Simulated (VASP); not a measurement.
Method: PBE GGA, VASP's PBE PAW potentials (set 64) (plane waves; VASP).

VASP input:

INCAR:
```
NELM = 100
LCHARG = .False.
ISIF = 2
ISMEAR = 1
PREC = Normal
EDIFF = 1E-6   # SCF stop (eV)
ALGO = Normal
SYSTEM = Tb
LREAL = .False.   # projection in real space or not
LMAXMIX = 6   # l cut-off of mixed one-centre charges
LASPH = .True.
ENCUT = 400   # plane-wave cut-off (eV)
SIGMA = 0.1
LWAVE = .False.
GGA = PE   # PBE
```

KPOINTS:
```
Automatic
0
gamma
10 10 6
0 0 0
```

POSCAR:
```
Tb
1
    1.8360000000    -3.1800450000     0.0000000000
    1.8360000000     3.1800450000     0.0000000000
    0.0000000000     0.0000000000     5.8038000000
Tb
2
Direct
  0.3333330000   0.6666670000   0.2500000000
  0.6666670000   0.3333330000   0.7500000000
```

POTCAR, in this order: Tb_3 (PBE.64 set). Program: vasp_std.

Output

OUTCAR:
```
 ion  position               nearest neighbor table
   1  0.333  0.667  0.250-   2 3.59   2 3.59   2 3.59   2 3.59   2 3.59   2 3.59
   2  0.667  0.333  0.750-   1 3.59   1 3.59   1 3.59   1 3.59   1 3.59   1 3.59
  LATTYP: Found a hexagonal cell.
 ALAT       =     3.6719997552
 C/A-ratio  =     1.5805556609
 Subroutine PRICEL returns:
 Original cell was already a primitive cell.
 Subroutine GETGRP returns: Found 24 space group operations
The static configuration has the point symmetry D_3d.
 The point group associated with its full space group is D_6h.
The dynamic configuration has the point symmetry D_3d.
 Subroutine INISYM returns: Found 24 space group operations
 Subroutine IBZKPT returns following result:
 Found     56 irreducible k-points:

 Following reciprocal coordinates:
            Coordinates               Weight
  0.000000  0.000000  0.000000      1.000000
  0.100000  0.000000  0.000000      6.000000
  0.200000  0.000000  0.000000      6.000000
  0.300000 -0.000000  0.000000      6.000000
  0.400000  0.000000  0.000000      6.000000
  0.500000  0.000000  0.000000      3.000000
  0.100000  0.100000  0.000000      6.000000
  0.200000  0.100000  0.000000     12.000000
  0.300000  0.100000  0.000000     12.000000
  0.400000  0.100000  0.000000     12.000000
  0.200000  0.200000  0.000000      6.000000
  0.300000  0.200000  0.000000     12.000000
  0.400000  0.200000  0.000000      6.000000
  0.300000  0.300000  0.000000      6.000000
  0.000000  0.000000  0.166667      2.000000
  0.100000  0.000000  0.166667     12.000000
  0.200000  0.000000  0.166667     12.000000
  0.300000 -0.000000  0.166667     12.000000
  0.400000  0.000000  0.166667     12.000000
  0.500000  0.000000  0.166667      6.000000
  0.100000  0.100000  0.166667     12.000000
  0.200000  0.100000  0.166667     24.000000
...
```

**OSZICAR**
```
       N       E                     dE             d eps       ncg     rms          rms(c)
DAV:   1     0.360522793431E+02    0.36052E+02   -0.78060E+03  1464   0.101E+03
DAV:   2    -0.734055452303E+01   -0.43393E+02   -0.42466E+02  1596   0.224E+02
DAV:   3    -0.905890533293E+01   -0.17184E+01   -0.15671E+01  1967   0.277E+01
DAV:   4    -0.909550262910E+01   -0.36597E-01   -0.36454E-01  1642   0.423E+00
DAV:   5    -0.909652322647E+01   -0.10206E-02   -0.10203E-02  2079   0.566E-01    0.228E+01
DAV:   6    -0.909381412382E+01    0.27091E-02   -0.24685E-02  1746   0.130E+00    0.136E+01
DAV:   7    -0.910066951030E+01   -0.68554E-02   -0.45221E-02  1734   0.176E+00    0.215E-01
DAV:   8    -0.910031096212E+01    0.35855E-03   -0.24549E-03  1656   0.396E-01    0.580E-02
DAV:   9    -0.910032323060E+01   -0.12268E-04   -0.21755E-04  1841   0.116E-01    0.331E-02
DAV:  10    -0.910031684506E+01    0.63855E-05   -0.34112E-05  1706   0.425E-02    0.415E-02
DAV:  11    -0.910031811575E+01   -0.12707E-05   -0.49842E-06  1651   0.166E-02    0.115E-03
DAV:  12    -0.910031837104E+01   -0.25528E-06   -0.31452E-07   903   0.500E-03
   1 F= -.91003184E+01 E0= -.91007920E+01  d E =0.142091E-02
```

File OUTCAR:
```
------------------------ aborting loop because EDIFF is reached ----------------------------------------
  FORCE on cell =-STRESS in cart. coord.  units (eV):
  Direction    XX          YY          ZZ          XY          YZ          ZX
  --------------------------------------------------------------------------------------
  Total       -0.5314515     -0.5314514     -1.0148618      0.0000000      0.0000000     -0.0000000
  in kB      -12.5639403    -12.5639380    -23.9921467      0.0000000      0.0000000     -0.0000000
  external PRESSURE =     -16.3733417 kB  Pullay stress =       0.0000000 kB
  volume of cell :       67.77
      direct lattice vectors                 reciprocal lattice vectors
     1.836000000 -3.180045000  0.000000000     0.272331155 -0.157230479  0.000000000
     1.836000000  3.180045000  0.000000000     0.272331155  0.157230479  0.000000000
     0.000000000  0.000000000  5.803800000     0.000000000  0.000000000  0.172300906
 POSITION                                       TOTAL-FORCE (eV/Angst)
 -----------------------------------------------------------------------------------
      1.83600      1.06002      1.45095        -0.000000     -0.000000      0.000000
      1.83600     -1.06002      4.35285         0.000000      0.000000      0.000000
 -----------------------------------------------------------------------------------
    total drift:                                0.000004      0.000114     -0.000011
  FREE ENERGIE OF THE ION-ELECTRON SYSTEM (eV)
  ---------------------------------------------------
  free  energy   TOTEN  =        -9.1003183710 eV

  energy  without entropy=       -9.1017392845  energy(sigma->0) =       -9.10079201
```
(Selected blocks of OUTCAR.)

The 4f electrons are frozen in the core of the lanthanide potential, so 4f levels, which can set the real gap, and their magnetism are missing.

The compound is Tb in the hcp structure. The cell was not relaxed at this level. The run is one of a series of settings (PREC = Normal against the base run), some of them coarse on purpose.
